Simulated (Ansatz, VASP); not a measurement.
**Cross-check of CoPS3 between VASP and Ansatz**

Wanted: the spread between two codes on one cell, functional and k mesh. The cell is taken from a series of runs on this material, whose earlier steps may have relaxed, scaled, displaced or heated it; both programs get it as it stands.

Method: plane waves, with VASP 6.6.1 beside it; relaxation of cell and atoms at LDA, in Ansatz 0.2.0.

### Step 1. The starting structure

The structure is monoclinic, space group C2/m (No. 12). The conventional cell has a = 5.721 Å, b = 9.852 Å, c = 6.101 Å, α = 90.00°, β = 107.79°, γ = 90.00°. Nearest to Co lie 6 S at 2.24 Å. Nearest to P lie 3 S at 2.12 to 2.14 Å and 1 P at 2.22 Å. S has 1 P at 2.12 Å and 2 Co at 2.24 Å nearest. Nearest to S lie 1 P at 2.14 Å and 2 Co at 2.24 Å. Farther neighbours and most contacts between anions are not listed.

Structure file:

```cif
data_structure
_symmetry_space_group_name_H-M 'C2/m'
_symmetry_Int_Tables_number 12
_cell_length_a 5.7206
_cell_length_b 9.8521
_cell_length_c 6.1013
_cell_angle_alpha 90.000
_cell_angle_beta 107.794
_cell_angle_gamma 90.000
_cell_volume 327.42
loop_
_atom_site_label
_atom_site_type_symbol
_atom_site_symmetry_multiplicity
_atom_site_Wyckoff_symbol
_atom_site_fract_x
_atom_site_fract_y
_atom_site_fract_z
_atom_site_occupancy
Co1 Co 4 h 0.50000 0.16748 0.50000 1
P1 P 4 i 0.06297 0.00000 0.69128 1
S1 S 8 j 0.26072 0.18485 0.72780 1
S2 S 4 i 0.29728 0.00000 0.27238 1
```

### Step 2. VASP: relaxation of cell and atoms, LDA

The relaxed volume is the usual yardstick between codes: in a stiff, nearly cubic crystal its relative difference is about their pressure difference at one cell divided by the bulk modulus.

Lines of VASP's logs that name or quote its potential files are left out, and so is its time.

File INCAR:

```
SYSTEM = CoPS3
PREC = Accurate
ENCUT = 600
EDIFF = 1E-07
NELM = 120
ISMEAR = 1
SIGMA = 0.2
LREAL = .FALSE.
ALGO = Normal
GGA = CA
NBANDS = 42
LASPH = .TRUE.
LORBIT = 11
LWAVE = .FALSE.
LCHARG = .FALSE.
ISIF = 3
IBRION = 2
NSW = 80
EDIFFG = -0.005
GGA_COMPAT = .FALSE.
NELMIN = 4
KPAR = 2
```

File POSCAR:

```
CoPS3
1.0
    2.8603025030     -4.9260355310      0.0113109402
    2.8603025030      4.9260355310      0.0113109402
   -1.8874850718      0.0000000000      5.8020539375
Co P S
2 2 6
Direct
    0.3325201528      0.6674798472      0.5000000000
    0.6674798472      0.3325201528      0.5000000000
    0.0629728679      0.0629728679      0.6912840177
    0.9370271321      0.9370271321      0.3087159823
    0.0758755021      0.4455667541      0.7278049621
    0.5544332459      0.9241244979      0.2721950379
    0.2972838737      0.2972838737      0.2723763984
    0.7027161263      0.7027161263      0.7276236016
    0.4455667541      0.0758755021      0.7278049621
    0.9241244979      0.5544332459      0.2721950379
```

File KPOINTS:

```
Automatic mesh
0
Gamma
10 10 8
0 0 0
```

PAW data sets: Co, P and S (LDA family, release 64).

Run with:

```
> mpirun -np 2 vasp_std
```

Numbers of over 12 decimals in the logs are rounded to 6 here.

The program printed:

```text
[banner, memory and clock lines left out]
running    2 mpi-ranks, on    1 nodes
 distrk:  each k-point on    1 cores,    2 groups
 distr:  one band on    1 cores,    1 groups

 POSCAR found type information on POSCAR CoP S
 POSCAR found :  3 types and      10 ions
 LDA part: xc-table for (Slater(with rela. corr.)+CA(PZ))
 , standard interpolation
 POSCAR, INCAR and KPOINTS ok, starting setup
 FFT: planning ... GRIDC
 FFT: planning ... GRID_SOFT
 FFT: planning ... GRID
 WAVECAR not read
 entering main loop
       N       E                     dE             d eps       ncg     rms          rms(c)
DAV:   1     0.556556652236E+03    0.55656E+03   -0.29641E+04 19068   0.165E+03
DAV:   2     0.143619288480E+02   -0.54219E+03   -0.51340E+03 19790   0.369E+02
DAV:   3    -0.594523698006E+02   -0.73814E+02   -0.69473E+02 25510   0.144E+02
DAV:   4    -0.632870900732E+02   -0.38347E+01   -0.37274E+01 23552   0.329E+01
DAV:   5    -0.634575843102E+02   -0.17049E+00   -0.16966E+00 27582   0.701E+00    0.332E+01
DAV:   6    -0.781519271928E+02   -0.14694E+02   -0.75080E+01 26484   0.129E+02    0.460E+01
DAV:   7    -0.592837129021E+02    0.18868E+02   -0.33443E+01 23358   0.129E+02    0.144E+01
DAV:   8    -0.606960495172E+02   -0.14123E+01   -0.19114E+01 28722   0.366E+01    0.111E+01
DAV:   9    -0.597890228589E+02    0.90703E+00   -0.23344E+00 27760   0.226E+01    0.244E+00
DAV:  10    -0.597903238711E+02   -0.13010E-02   -0.14105E-01 21360   0.178E+00    0.187E+00
DAV:  11    -0.597843980744E+02    0.59258E-02   -0.14210E-02 29724   0.108E+00    0.759E-01
DAV:  12    -0.597844437755E+02   -0.45701E-04   -0.46255E-03 21730   0.313E-01    0.293E-01
DAV:  13    -0.597842399341E+02    0.20384E-03   -0.32654E-04 23410   0.909E-02    0.208E-01
DAV:  14    -0.597841347872E+02    0.10515E-03   -0.37006E-04 28446   0.143E-01    0.692E-02
DAV:  15    -0.597841405727E+02   -0.57855E-05   -0.46679E-05 27646   0.484E-02    0.431E-02
DAV:  16    -0.597841386155E+02    0.19572E-05   -0.28113E-06 28168   0.212E-02    0.331E-02
DAV:  17    -0.597841374637E+02    0.11517E-05   -0.18282E-06 27194   0.107E-02    0.164E-02
DAV:  18    -0.597841368663E+02    0.59737E-06   -0.62420E-07 21284   0.107E-02    0.761E-03
DAV:  19    -0.597841367940E+02    0.72306E-07   -0.25178E-07 12876   0.283E-03
   1 F= -.59784137E+02 E0= -.59787473E+02  d E =-.597841E+02
[...]
2 F= -.59786106E+02 E0= -.59789158E+02  d E =-.196961E-02
[...]
3 F= -.59786131E+02 E0= -.59789149E+02  d E =-.199382E-02
[...]
4 F= -.59787657E+02 E0= -.59790520E+02  d E =-.152684E-02
[...]
5 F= -.59788070E+02 E0= -.59790808E+02  d E =-.193951E-02
[...]
6 F= -.59788388E+02 E0= -.59791072E+02  d E =-.318300E-03
[...]
7 F= -.59788388E+02 E0= -.59791072E+02  d E =-.318273E-03
 curvature:  -0.63 expect dE=-0.780E-05 dE for cont linesearch -0.775E-08
 ZBRENT: accuracy reached
 trial: gam= 0.03477 g(F)=  0.652E-05 g(S)=  0.589E-05 ort = 0.321E-05 (trialstep = 0.983E+00)
 search vector abs. value=  0.136E-04
 bond charge predicted
       N       E                     dE             d eps       ncg     rms          rms(c)
DAV:   1    -0.597884060692E+02   -0.17669E-04   -0.66939E-04 25096   0.162E-01    0.356E-02
DAV:   2    -0.597884364902E+02   -0.30421E-04   -0.18590E-04 26910   0.209E-01    0.558E-02
DAV:   3    -0.597883983461E+02    0.38144E-04   -0.92387E-05 27430   0.173E-01    0.130E-02
DAV:   4    -0.597883964663E+02    0.18798E-05   -0.10581E-05 26020   0.208E-02    0.534E-03
DAV:   5    -0.597883962214E+02    0.24488E-06   -0.60446E-07 21364   0.940E-03    0.170E-03
DAV:   6    -0.597883962075E+02    0.13916E-07   -0.32803E-07 13574   0.426E-03
   8 F= -.59788396E+02 E0= -.59791071E+02  d E =-.781031E-05
 trial-energy change:   -0.000008  1 .order   -0.000008   -0.000012   -0.000005
 step:   1.5552(harm=  1.5552)  dis= 0.00038  next Energy=   -59.788398 (dE=-0.973E-05)
 reached required accuracy - stopping structural energy minimisation
```

OUTCAR, selected parts (step 2):

```text
ion  position               nearest neighbor table
   1  0.333  0.667  0.500-   5 2.24   6 2.24   9 2.24  10 2.24   7 2.24   8 2.24
   2  0.667  0.333  0.500-   9 2.24  10 2.24   5 2.24   6 2.24   7 2.24   8 2.24
   3  0.063  0.063  0.691-   5 2.12   9 2.12   8 2.14   4 2.22
   4  0.937  0.937  0.309-   6 2.12  10 2.12   7 2.14   3 2.22
   5  0.076  0.446  0.728-   3 2.12   1 2.24   2 2.24
   6  0.554  0.924  0.272-   4 2.12   1 2.24   2 2.24
   7  0.297  0.297  0.272-   4 2.14   2 2.24   1 2.24
   8  0.703  0.703  0.728-   3 2.14   2 2.24   1 2.24
   9  0.446  0.076  0.728-   3 2.12   2 2.24   1 2.24
  10  0.924  0.554  0.272-   4 2.12   2 2.24   1 2.24

  LATTYP: Found a base centered monoclinic cell.
 ALAT       =     5.7206497344
 B/A-ratio  =     1.7221944218
 C/A-ratio  =     1.0665478291
 COS(beta)  =    -0.3055926278

 Subroutine GETGRP returns: Found  4 space group operations
 (whereof  4 operations were pure point group operations)

The static configuration has the point symmetry C_2h.

 Found    227 irreducible k-points:

   k-points           NKPTS =    227   k-points in BZ     NKDIM =    227   number of bands    NBANDS=     42

   dimension x,y,z NGX =    48 NGY =   48 NGZ =   50
   dimension x,y,z NGXF=    96 NGYF=   96 NGZF=  100

   ENCUT  =  600.0 eV  44.10 Ry    6.64 a.u.  11.38 11.38 12.19*2*pi/ulx,y,z

   NELECT =      64.0000    total number of electrons

 k-points in reciprocal lattice and weights: Automatic mesh
   0.00000000  0.00000000  0.00000000       0.001
   0.10000000  0.00000000  0.00000000       0.005
   0.20000000  0.00000000  0.00000000       0.005
   0.30000000 -0.00000000  0.00000000       0.005
   0.40000000  0.00000000  0.00000000       0.005
   0.50000000  0.00000000  0.00000000       0.003
   0.10000000  0.10000000 -0.00000000       0.003
   0.20000000  0.10000000  0.00000000       0.005
   0.30000000  0.10000000  0.00000000       0.005
[...]
-0.40000000  0.40000000  0.50000000       0.003
   0.50000000  0.50000000  0.50000000       0.001

 average (electrostatic) potential at core
       1 -81.2939       2 -81.2939       3 -84.2712       4 -84.2712       5 -85.8778
       6 -85.8778       7 -85.9079       8 -85.9079       9 -85.8778      10 -85.8778

 E-fermi :   7.3140

 k-point     1 :       0.0000    0.0000    0.0000
  band No.  band energies     occupation
    ...
     28       5.7860      2.00000
     29       5.8657      2.00000
     30       5.8976      2.00000
     31       6.0331      2.00000
     32       7.3485      0.71238
     33       7.5843     -0.06677
     34       8.0960     -0.00000
     35       8.1956     -0.00000
     36       8.2856     -0.00000
     37       8.3651     -0.00000
    ...

 k-point     2 :       0.1000    0.0000    0.0000
  band No.  band energies     occupation
    ...
     27       5.6157      2.00000
     28       5.8032      2.00000
     29       5.8331      2.00000
     30       5.8917      2.00000
     31       6.1371      2.00000
     32       7.3940      0.37920
     33       7.6007     -0.06095
     34       7.6833     -0.02543
     35       8.1516     -0.00000
     36       8.3543     -0.00000
    ...

 k-point     3 :       0.2000    0.0000    0.0000
  band No.  band energies     occupation
    ...
     28       5.7505      2.00000
     29       5.9014      2.00000
     30       5.9395      2.00000
     31       6.2423      2.00000
     32       7.1878      1.86692
     33       7.5735     -0.06944
     34       7.6541     -0.03704
     35       7.9702     -0.00004
     36       8.7045     -0.00000
     37       9.0464     -0.00000
    ...

  Total       -0.0078834      0.0081965      0.0118225      0.0000000      0.0000000     -0.0044543
  in kB       -0.0773676      0.0804400      0.1160254      0.0000000      0.0000000     -0.0437140
  external PRESSURE =       0.0396993 kB  Pullay stress =       0.0000000 kB

  energy-cutoff  :      600.00
  volume of cell :      163.26
      direct lattice vectors                 reciprocal lattice vectors
     2.851863143 -4.914604548  0.011015306     0.175105083 -0.101737585  0.056672788
     2.851863143  4.914604548  0.011015306     0.175105083  0.101737585  0.056672788
    -1.882576797  0.000000000  5.816702806    -0.000663206  0.000000000  0.171704056

 POSITION                                       TOTAL-FORCE (eV/Angst)
 -----------------------------------------------------------------------------------
      1.91057      1.64645      2.91937         0.000000     -0.001525      0.000000
      1.91057     -1.64645      2.91937        -0.000000      0.001525      0.000000
     -0.94196      0.00000      4.01538         0.002459      0.000000      0.001356
      4.76311      0.00000      1.82335        -0.002459      0.000000     -0.001356
      0.11073      1.80674      4.24405        -0.000195      0.001039      0.000577
      3.71042      1.80674      1.59469         0.000195      0.001039     -0.000577
      1.16991      0.00000      1.58668        -0.004158      0.000000     -0.002357
      2.65124      0.00000      4.25206         0.004158      0.000000      0.002357
      0.11073     -1.80674      4.24405        -0.000195     -0.001039      0.000577
      3.71042     -1.80674      1.59469         0.000195     -0.001039     -0.000577
 -----------------------------------------------------------------------------------
    total drift:                                0.000000      0.000000     -0.000000

  FREE ENERGIE OF THE ION-ELECTRON SYSTEM (eV)
  ---------------------------------------------------
  free  energy   TOTEN  =       -59.7883962075 eV

  energy  without entropy=      -59.7964195575  energy(sigma->0) =      -59.79107066

 reached required accuracy - stopping structural energy minimisation

 total charge
# of ion       s       p       d       tot
------------------------------------------
    1        0.436   0.613   7.503   8.552
    2        0.436   0.613   7.503   8.552
    3        1.032   1.411   0.000   2.444
    4        1.032   1.411   0.000   2.444
    5        1.371   2.297   0.000   3.668
    6        1.371   2.297   0.000   3.668
    7        1.373   2.291   0.000   3.664
    8        1.373   2.291   0.000   3.664
    9        1.371   2.297   0.000   3.668
   10        1.371   2.297   0.000   3.668
--------------------------------------------------
tot         11.167  17.818  15.006  43.992

[... 3 further parts left out ...]
```

CONTCAR:

```
CoPS3
   1.00000000000000
     2.8518631433825132   -4.9146045480281630    0.0110153060644194
     2.8518631433825132    4.9146045480281630    0.0110153060644194
    -1.8825767969240417    0.0000000000000000    5.8167028058006807
  Co              P               S
     2     2     6
Direct
     0.3324942119320655    0.6675057880679345    0.5000000000000000
     0.6675057880679345    0.3324942119320655    0.5000000000000000
     0.0626214632648948    0.0626214632648948    0.6900817576122927
     0.9373785367351052    0.9373785367351052    0.3099182423877073
     0.0760971027340152    0.4437240610774951    0.7286465842171336
     0.5562759389225047    0.9239028972659848    0.2713534157828665
     0.2947786197295053    0.2947786197295053    0.2716630382399010
     0.7052213802704949    0.7052213802704949    0.7283369617600990
     0.4437240610774951    0.0760971027340152    0.7286465842171336
     0.9239028972659848    0.5562759389225047    0.2713534157828665
```

This run has no spin polarisation, so a moment on Co, if there is one, isn't seen.

### Step 3. Ansatz: relaxation of cell and atoms, LDA

Ansatz runs on its default PAW (the set named soft_2) files.

The same cell, functional (in two slightly different forms), mesh and smearing now go to Ansatz, which takes its cutoff from its data sets.

File input.yaml:

```yaml
crystal:
  lattice:
    - [2.860302503, -4.926035531, 0.0113109402]
    - [2.860302503, 4.926035531, 0.0113109402]
    - [-1.8874850718, 0.0, 5.8020539375]
  atoms:
    - { symbol: Co, position: [0.3325201528, 0.6674798472, 0.5] }
    - { symbol: Co, position: [0.6674798472, 0.3325201528, 0.5] }
    - { symbol: P, position: [0.0629728679, 0.0629728679, 0.6912840177] }
    - { symbol: P, position: [0.9370271321, 0.9370271321, 0.3087159823] }
    - { symbol: S, position: [0.0758755021, 0.4455667541, 0.7278049621] }
    - { symbol: S, position: [0.5544332459, 0.9241244979, 0.2721950379] }
    - { symbol: S, position: [0.2972838737, 0.2972838737, 0.2723763984] }
    - { symbol: S, position: [0.7027161263, 0.7027161263, 0.7276236016] }
    - { symbol: S, position: [0.4455667541, 0.0758755021, 0.7278049621] }
    - { symbol: S, position: [0.9241244979, 0.5544332459, 0.2721950379] }
kpoints:
  mp_grid: { grid: [10, 10, 8] }
hamiltonian:
  xc: lda
scf:
  occupations: { method: methfessel_paxton, width: 0.2 }
output:
  forces: true
  stress: true
  eigenvalues: true
relax:
  adjacent_minimum: "off"
  f_tol: 0.001
  max_steps: 60
  cell: { stress_tol: 0.01 }
```

Run with:

```
> ansatz run input.yaml --threads 16 --pin off --max-ram 61440MiB --backend cuda --events-out ev --progress --plain --runs-dir out
```

The program printed:

```text
Engine: ansatz 0.2.0, aarch64-unknown-linux-gnu
Pseudopotentials: kind: paw
Pseudopotential: Co, paw, valence charge 17, recommended cutoff 420 eV (normal), Co.paw.azcp
Pseudopotential: P, paw, valence charge 5, recommended cutoff 420 eV (normal), P.paw.azcp
Pseudopotential: S, paw, valence charge 6, recommended cutoff 420 eV (normal), S.paw.azcp
Functional definition: SPW92
  exchange = slater_x
  correlation = pw_c
device memory: the entry about to start is reckoned to put 23.1 GiB on a device that reports 182.5 GiB free
GPU FFT provider: cuFFT
GPU libraries: cuBLAS 13.8.1, cuFFT 12.4.0, cuSOLVER 12.3.2
GPU matrix products: emulated (plane waves: as basis.precision tells), large ones in fixed point in workspaces of 1.00 GiB
[...]
Basis set: ecut = 420 eV, 3215 PW (Γ)
[...]
k-points: 227 of 800
[...]
- { symbol: P, position: [0.936970, 0.936970, 0.308701] }
    - { symbol: S, position: [0.075887, 0.445674, 0.727623] }
    - { symbol: S, position: [0.554326, 0.924113, 0.272377] }
    - { symbol: S, position: [0.297407, 0.297407, 0.272624] }
    - { symbol: S, position: [0.702593, 0.702593, 0.727376] }
    - { symbol: S, position: [0.445674, 0.075887, 0.727623] }
    - { symbol: S, position: [0.924113, 0.554326, 0.272377] }
```

### Step 4. Differences

Known differences besides the potentials themselves: the two LDA forms differ slightly; the data sets hold 80 valence electrons in Ansatz (on its default PAW (the set named soft_2) files) and 64 in VASP; the cutoff is 420 eV in Ansatz and 600 eV in VASP; VASP's log shows a relativistic correction to its local exchange, Ansatz's none. Total energies have different zeros and are not compared.

Both answers:

| quantity | Ansatz | VASP | difference |
| --- | --- | --- | --- |
| volume (Å³) | 163.81 | 163.26 | +0.34 % |
| edge a after relaxation, in the typed setting (Å) | 5.697 | 5.682 | +0.26 % |
| edge c after relaxation, in the typed setting (Å) | 6.104 | 6.114 | -0.16 % |

### Step 5. Results

| Property | Result |
| --- | --- |
| difference in volume (relaxation of cell and atoms, LDA) | 0.34 % |

The difference in volume is 0.34 % (relaxation of cell and atoms, LDA), within the 1.2 % picked in this series as the mark of a large difference, as far as the stopping tolerances let one tell. The data sets hold unlike numbers of valence electrons (80 in Ansatz and 64 in VASP), so part of the differences comes from the potentials. 1 further run of this series is not shown here. How closely two codes agree says nothing of how well the functional describes the real material.

[Lines on the potential files, build, host, timing and source positions are cut from VASP's logs without a mark.]

[Logs are printed without paths, hosts, clocks, repeated set-up lines and the standing remarks that a program may print on its own settings, such as how far it seeks lower states.]

[Hosts, paths, dates, database ids (printed as entryN), source tags and the programs' standing remarks are cut or masked in the printed files.]
